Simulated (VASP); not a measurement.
Given:

```
CELL_PARAMETERS angstrom
      0.00000     2.44000     2.44000
      2.44000     0.00000     2.44000
      2.44000     2.44000     0.00000
ATOMIC_POSITIONS crystal
  Y  0.00000 0.00000 0.00000
  N  0.50000 0.50000 0.50000
```

Method: PBEsol GGA, VASP's PBE PAW potentials (set 64) (plane waves; VASP). Run with 400 eV cut-off, 9×9×9 Γ-centred mesh, Fermi-Dirac smearing of 0.010 eV, potentials Y_sv N.

At this cut-off the stress carries a Pulay error, which pulls relaxed volumes low.

Problem. Give the stress tensor in GPa (positive for a compressed cell).

Solution. 
```
-4.93   0.00   0.00
 0.00  -4.93   0.00
 0.00   0.00  -4.93
```
The pressure is its mean diagonal, -4.93 GPa.

The structure is a typed YN crystal (Fm-3m). The cell was not relaxed at this level.
